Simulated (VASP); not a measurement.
Calculation: PBEsol GGA, VASP's PBE PAW potentials (set 64) (plane waves; VASP 6.6.1).

Input for VASP

### KPOINTS
```
Automatic mesh
0
Gamma
12 12 6
0 0 0
```

INCAR:
```
# general
SYSTEM  = Er
PREC    = Accurate
ENCUT   = 480
LREAL   = F
LASPH   = T

# electronic loop
EDIFF   = 1E-7
NELM    = 100
ALGO    = Normal
LMAXMIX = 6

# smearing
ISMEAR  = 1
SIGMA   = 0.1

# functional
GGA     = PS

# ions
ISIF    = 2

# output
LWAVE   = F
LCHARG  = F
```

POSCAR:
```
Er
5.4186910
  0.3195937406  -0.5600570536   0.0000000000
  0.3308599271   0.5665615903   0.0000000000
  0.0000000000   0.0000000000   0.9999999680
Er
2
Cartesian
  0.3271045354   0.1910224179   0.2499999920
  0.3233491324  -0.1845178812   0.7499999760
```

POTCAR, in this order: Er_3 (PBE.64 set). Program: vasp_std.

Problem. What will the output report for the number of irreducible k-points (NKPTS), number of bands (NBANDS), largest plane-wave count, number of space-group operations, FFT grid (NGX, NGY, NGZ)?

Solution. 
The number of irreducible k-points (NKPTS) is 296 and the number of bands (NBANDS) is 13. The largest plane-wave count is 1415. The number of space-group operations is 4 and the FFT grid (NGX, NGY, NGZ) comes out as 28 × 28 × 40.

The compound is Er in the hcp structure. This cell was strained or had an atom moved on purpose. The 4f electrons are frozen in the core of the lanthanide potential, so 4f levels, which can set the real gap, and their magnetism are missing.
